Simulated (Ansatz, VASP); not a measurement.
Hg2C in VASP and in Ansatz

```
C Hg
1.0
     0.00000    3.03028    3.03028
     3.03028    0.00000    3.03028
     3.03028    3.03028    0.00000
C Hg
1 2
Direct
  0.00000 0.00000 0.00000
  0.25000 0.25000 0.25000
  0.75000 0.75000 0.75000
```

The cell comes from a database or a generator and needn't be the stable form of this composition.

Alike in both runs: task single point; functional PBE; k mesh 6 × 6 × 6; occupations gaussian, width 0.05 eV; no spin polarisation.

|  | VASP | Ansatz |
| --- | --- | --- |
| version | VASP 6.6.1 | Ansatz 0.2.0 |
| potentials or method | VASP PAW PBE potentials, release 64 (C, Hg) | scalar-relativistic, plane waves, PAW |
| plane-wave cutoff (eV) | 520 | 420 |
| valence electrons in the cell | 28 | 44 |

|  | VASP | Ansatz | Ansatz less VASP |
| --- | --- | --- | --- |
| gap on the k mesh at the Fermi level (eV) | none | none | - |
| pressure (GPa) | 0.9 | 0.2 | -0.68 |

A gap of «none» marks a metal or a gap that the smearing closes. The two sets of potentials don't hold the same shells in valence.

The runs have no spin-orbit coupling, so splittings on Hg are missing.
